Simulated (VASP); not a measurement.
VASP runs on PtS2 share one base input (revPBE GGA, plane waves, VASP's PBE PAW potentials (set 64)) and change the settings named in each case.

### KPOINTS
```
kpoints
0
G
9 9 1
```

### POSCAR
```
PtS2
1
    3.4034850000     0.0000000000     0.0000000000
   -1.7017430000     2.9475040000     0.0000000000
    0.0000000000     0.0000000000    16.7926240000
Pt S
1 2
Direct
  0.0000000000   0.0000000000   0.5000000000
  0.3333330000   0.6666670000   0.5831500000
  0.6666670000   0.3333330000   0.4168500000
```

### INCAR
```
! general
SYSTEM =PtS2
PREC   =Accurate
ENCUT  =300
LREAL  =F
LASPH  =T   ! aspherical one-centre terms

! electronic loop
EDIFF  =1E-6   ! SCF stop (eV)
NELM   =100   ! most electronic steps
ALGO   =Normal
LMAXMIX=6   ! l cut-off of mixed one-centre charges

! smearing
ISMEAR =-1   ! Fermi-Dirac
SIGMA  =0.136   ! width (eV)

! functional
GGA    =RE

! ions
ISIF   =2

! output
LWAVE  =F
LCHARG =F
```

POTCAR, in this order: Pt S (PBE.64 set). Program: vasp_std.

```csv
change,E(σ→0) (eV/atom),largest force (eV/Å),−TS (eV)
base run,-4.7244,0.764,-0.0041
ISYM = 0,-4.7244,0.764,-0.0041
"AEXX = 0.25, GGA = PE, HFSCREEN = 0.2, ISYM = 3, LHFCALC = .TRUE., PRECFOCK = Fast, KPOINTS 6×6×1 Γ-centred mesh shifted by (0.5, 0.5, 0)",-6.1650,1.441,-0.0003
KPOINTS 15×15×1 Γ-centred mesh,-4.7244,0.764,-0.0040
SIGMA = 0.5,-4.6592,0.325,-1.0230
EDIFF = 1E-05,-4.7244,0.763,-0.0041
ENCUT = 150,-4.6601,1.114,-0.0033
```
 Energies of different potentials or functionals have different zeros.  The cell holds a wide vacuum, so values per volume refer to the whole cell. Unless said otherwise, spin-orbit coupling is left out, though it shifts the bands of the heavy elements here.

Left out are runs that ran out of time, are held back, or changed the cell or the kind of run, fixed moments of cells without a moment, rows past the twelfth, gaps on odd meshes, pressures of charged cells and columns that move by less than the noise.

The cell is a sheet or thin cut with vacuum, built from a generated structure.
